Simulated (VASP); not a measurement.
Given:

```
Ge
1.0
    0.00000     2.90510     2.90510
    2.90510     0.00000     2.90510
    2.90510     2.90510     0.00000
Ge
2
Cartesian
  0.00000   0.00000   0.00000
  1.45255   1.45255   1.45255
```

Computed with RPBE GGA, VASP's PBE PAW potentials (set 64) (plane waves; VASP 6.6.1). Settings: 520 eV cut-off, Gaussian smearing of 0.050 eV, potentials Ge_d.

Problem. Give the energies of bands 12 to 17 at the high-symmetry points, in eV from the Fermi level.

Solution. 
```json
[
 {"band": "12", "Γ": "-0.56", "X": "-8.57", "U": "-8.01", "L": "-7.22", "W": "-8.49"},
 {"band": "13", "Γ": "0.00", "X": "-2.80", "U": "-3.91", "L": "-1.29", "W": "-3.52"},
 {"band": "14", "Γ": "0.00", "X": "-2.80", "U": "-2.40", "L": "-1.29", "W": "-3.52"},
 {"band": "15", "Γ": "0.00", "X": "0.93", "U": "1.27", "L": "0.04", "W": "4.05"},
 {"band": "16", "Γ": "2.53", "X": "0.93", "U": "3.98", "L": "3.72", "W": "4.05"},
 {"band": "17", "Γ": "2.53", "X": "8.91", "U": "6.81", "L": "3.72", "W": "4.74"}
]
```

It has no gap at this level: it comes out as a metal or semimetal.

Measured: gap 0.79 eV (computed value off by -0.79 eV), as given by Anna Miglio et al., npj Computational Materials (2020), arXiv:2011.12765 [measured zero-point renormalisation of 52 meV added back].

The compound is Ge in the diamond structure. It was relaxed first, which changed the volume by +8 %.
